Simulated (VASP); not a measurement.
```yaml
crystal:
  lattice:
    - [4.74738, 0.00000, 0.00000]
    - [0.00000, 4.74738, 0.00000]
    - [0.00000, 0.00000, 3.15802]
  atoms:
    - { symbol: Zn, position: [0.00000, 0.00000, 0.00000] }
    - { symbol: Zn, position: [0.50000, 0.50000, 0.50000] }
    - { symbol: F, position: [0.30403, 0.30403, 0.00000] }
    - { symbol: F, position: [0.80403, 0.19597, 0.50000] }
    - { symbol: F, position: [0.19597, 0.80403, 0.50000] }
    - { symbol: F, position: [0.69597, 0.69597, 0.00000] }
```

Calculation: TPSS meta-GGA, VASP's PBE PAW potentials (set 64) (plane waves; VASP). Run with 520 eV cut-off, 5×5×8 Γ-centred mesh, tetrahedra with Blöchl corrections, potentials Zn F.

The cores are frozen, which limits the accuracy of field gradients.

Question: Give the principal components of the electric field gradient (V/Å²) and the asymmetry η at each nucleus.

Answer: 
| atom | Vxx | Vyy | Vzz | η |
|---|---|---|---|---|
| Zn1 | -14.4 | -5.2 | 19.6 | 0.47 |
| Zn2 | -14.4 | -5.2 | 19.6 | 0.47 |
| F3 | 64.8 | 27.6 | -92.4 | 0.40 |
| F4 | 64.8 | 27.6 | -92.4 | 0.40 |
| F5 | 64.8 | 27.6 | -92.4 | 0.40 |
| F6 | 64.8 | 27.6 | -92.4 | 0.40 |

The compound is ZnF2 in the rutile structure. It was relaxed first.
